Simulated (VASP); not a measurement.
Consider the following.

```
WSe2
1.0
    3.34441     0.00000     0.00000
   -1.67221     2.89635     0.00000
    0.00000     0.00000     6.73021
W Se
1 2
Direct
  0.00000   0.00000   0.00000
  0.33333   0.66667   0.24756
  0.66667   0.33333   0.75244
```

All values below come from r2SCAN meta-GGA, VASP's PBE PAW potentials (set 64) (plane waves; VASP 6.6.1). Run with 400 eV cut-off, 12×12×5 Γ-centred mesh, tetrahedra with Blöchl corrections, potentials W_sv Se.

The cores are frozen, which limits the accuracy of field gradients.

Task: Give the principal components of the electric field gradient (V/Å²) and the asymmetry η at each nucleus.

Result: 
```csv
atom,Vxx,Vyy,Vzz,η
W1,89.9,89.9,-179.8,0.00
Se2,37.9,37.9,-75.9,0.00
Se3,37.9,37.9,-75.9,0.00
```

The structure was generated: WSe2 was put into the CdI2 type (P-3m1), which need not be its known phase. It was relaxed first, which changed the volume by -14 %.
